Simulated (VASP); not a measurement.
## PtSe2 (space group P-3m1): computed properties

Computed with LDA (Ceperley-Alder, Perdew-Zunger), VASP's LDA PAW potentials (set 64) (plane waves; VASP 6.6.1).

```yaml
space_group: P-3m1 (164)
cell: a = b = 3.745 Å, c = 4.753 Å, α = β = 90.00°, γ = 120.00°
volume_per_atom: 19.24 Å³/atom
band gap (over mesh and band path): none (metal, semimetal or under 0.01 eV)
band_gap_with_spin_orbit_coupling: none (metallic)
density: 10.16 g/cm³
```

Space group P-3m1 (No. 164); a = 3.7450 Å, b = 3.7450 Å, c = 4.7527 Å, α = 90.00°, β = 90.00°, γ = 120.00°

| atom | site | symmetry | x | y | z |
|---|---|---|---|---|---|
| Pt | 1a | -3m. | 0.0000 | 0.0000 | 0.0000 |
| Se | 2d | 3m. | 0.3333 | 0.6667 | 0.2656 |

Unless said otherwise, spin-orbit coupling is left out, though it shifts the bands of the heavy elements here.

The structure comes from a computed database's PtSe2 entry (P-3m1); how it stands against other phases isn't given here. It was relaxed first, which changed the volume by -17 %. Symmetry was kept, so distortions that lower it aren't found.
